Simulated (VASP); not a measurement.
Output of a VASP run:

OSZICAR:
```
       N       E                     dE             d eps       ncg     rms          rms(c)
DAV:   1     0.655888155306E+02    0.65589E+02   -0.84605E+03  4280   0.553E+02
DAV:   2    -0.180838324853E+02   -0.83673E+02   -0.79769E+02  5140   0.177E+02
DAV:   3    -0.205845374355E+02   -0.25007E+01   -0.24843E+01  5208   0.219E+01
DAV:   4    -0.205971062585E+02   -0.12569E-01   -0.12565E-01  4956   0.180E+00
DAV:   5    -0.205971758523E+02   -0.69594E-04   -0.69594E-04  5008   0.122E-01    0.628E+01
DAV:   6    -0.200194782528E+02    0.57770E+00   -0.29914E-01  4576   0.287E+00    0.372E+01
DAV:   7    -0.198239988075E+02    0.19548E+00   -0.52232E-01  4576   0.358E+00    0.198E+00
DAV:   8    -0.198109023075E+02    0.13096E-01   -0.40925E-02  4480   0.103E+00    0.148E-01
DAV:   9    -0.198109816572E+02   -0.79350E-04   -0.19509E-03  5040   0.229E-01    0.138E-01
DAV:  10    -0.198109408674E+02    0.40790E-04   -0.14279E-04  4600   0.606E-02    0.127E-01
DAV:  11    -0.198109416933E+02   -0.82586E-06   -0.85974E-06  4520   0.156E-02
   1 F= -.19810942E+02 E0= -.19811029E+02  d E =0.261474E-03
```

OUTCAR:
```
------------------------ aborting loop because EDIFF is reached ----------------------------------------
  FORCE on cell =-STRESS in cart. coord.  units (eV):
  Direction    XX          YY          ZZ          XY          YZ          ZX
  --------------------------------------------------------------------------------------
  Total       -1.4623875     -1.4623871     -1.5237324      0.0000000      0.0000000      0.0000000
  in kB      -49.6100013    -49.6099851    -51.6910628      0.0000000      0.0000000      0.0000000
  external PRESSURE =     -50.3036831 kB  Pullay stress =       0.0000000 kB
  volume of cell :       47.23
      direct lattice vectors                 reciprocal lattice vectors
     1.626900000 -2.817873000  0.000000000     0.307332965 -0.177438799  0.000000000
     1.626900000  2.817873000  0.000000000     0.307332965  0.177438799  0.000000000
     0.000000000  0.000000000  5.151000000     0.000000000  0.000000000  0.194137061
 POSITION                                       TOTAL-FORCE (eV/Angst)
 -----------------------------------------------------------------------------------
      1.62690      0.93929      1.28775         0.000000     -0.000000      0.000000
      1.62690     -0.93929      3.86325        -0.000000      0.000000      0.000000
 -----------------------------------------------------------------------------------
    total drift:                                0.000000      0.000191     -0.000016
  FREE ENERGIE OF THE ION-ELECTRON SYSTEM (eV)
  ---------------------------------------------------
  free  energy   TOTEN  =       -19.8109416933 eV

  energy  without entropy=      -19.8112031669  energy(sigma->0) =      -19.81102885
```
(Selected blocks of OUTCAR.)

### POSCAR
```
Hf
1
    1.6269000000    -2.8178730000     0.0000000000
    1.6269000000     2.8178730000     0.0000000000
    0.0000000000     0.0000000000     5.1510000000
Hf
2
Direct
  0.3333330000   0.6666670000   0.2500000000
  0.6666670000   0.3333330000   0.7500000000
```

**Question.** Reconstruct the remaining input files.

**Answer.** This is not unique; one that fits is the input of the run itself, PBE GGA, plane waves, VASP's PBE PAW potentials (set 64).

### KPOINTS
```
Automatic mesh
0
Gamma
12 12 7
0 0 0
```

### INCAR
```
ALGO = Normal
EDIFF = 1E-6
ENCUT = 400
GGA = PE
ISIF = 2
ISMEAR = 1
LASPH = .TRUE.
LCHARG = .FALSE.
LMAXMIX = 6
LREAL = .FALSE.
LWAVE = .FALSE.
NBANDS = 28
NELM = 100
PREC = Accurate
SIGMA = 0.1
SYSTEM = Hf
```

POTCAR, in this order: Hf_pv (PBE.64 set). Program: vasp_std.

The compound is Hf in the hcp structure. The cell was not relaxed at this level. The run is one of a series of settings (NBANDS = 28 against the base run), some of them coarse on purpose.
